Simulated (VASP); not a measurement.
An input for Quantum ESPRESSO's pw.x (written as the equivalent of a VASP run, and not itself run):

```
&CONTROL
  calculation = 'scf'
  pseudo_dir = './pseudo'
  outdir = './out'
  tprnfor = .true.
  tstress = .true.
/
&SYSTEM
  ibrav = 0
  nat = 2
  ntyp = 2
  ecutwfc = 66
  occupations = 'smearing'
  smearing = 'methfessel-paxton'
  degauss = 0.00735
  input_dft = 'vdw-df2'
/
&ELECTRONS
  conv_thr = 7.3e-09
  electron_maxstep = 100
/
ATOMIC_SPECIES
  Hg 200.592 Hg.upf
  S 32.060 S.upf
CELL_PARAMETERS angstrom
     0.0000000    3.0666203    3.0666203
     3.0666203    0.0000000    3.0666203
     3.0666203    3.0666203    0.0000000
ATOMIC_POSITIONS crystal
  Hg   0.0000000  0.0000000  0.0000000
  S    0.2500000  0.2500000  0.2500000
K_POINTS automatic
  10 10 10 0 0 0
```

Q: Translate this input to VASP (INCAR, KPOINTS, POSCAR, choice of POTCAR).

A: One answer among several that fit: 
POSCAR:
```
HgS
1
    0.0000000000     3.0666203475     3.0666203475
    3.0666203475     0.0000000000     3.0666203475
    3.0666203475     3.0666203475     0.0000000000
Hg S
1 1
Direct
  0.0000000000   0.0000000000   0.0000000000
  0.2500000000   0.2500000000   0.2500000000
```

INCAR:
```
! general
SYSTEM    =  HgS
PREC      =  Accurate
ENCUT     =  520   ! plane-wave cut-off (eV)
LREAL     =  .False.
LASPH     =  .True.

! electronic loop
EDIFF     =  1E-7   ! SCF stop (eV)
NELM      =  100   ! most electronic steps
ALGO      =  Normal   ! blocked Davidson
LMAXMIX   =  6   ! l cut-off of mixed one-centre charges

! smearing
ISMEAR    =  1
SIGMA     =  0.1   ! width (eV)

! functional
GGA       =  ML
LUSE_VDW  =  .True.
AGGAC     =  0.0
ZAB_VDW   =  -1.8867

! ions
ISIF      =  2   ! forces and stress, cell fixed

! output
LWAVE     =  .False.
LCHARG    =  .False.
```

File KPOINTS:
```
Automatic mesh
0
Gamma
10 10 10
0 0 0
```

POTCAR, in this order: Hg S (PBE.64 set). Program: vasp_std.

The two are equivalent in intent, not identical: the potentials are each code's own (VASP's PAW set, PseudoDojo norm-conserving files in pw.x), so ENCUT and ecutwfc are chosen apart and not converted; conv_thr bounds pw.x's estimated SCF error, while EDIFF bounds the energy change between steps.

The compound is HgS in the zinc blende structure, metacinnabar; cinnabar is the stable form. This cell is one point of a volume scan, at 0.97 of the reference volume.
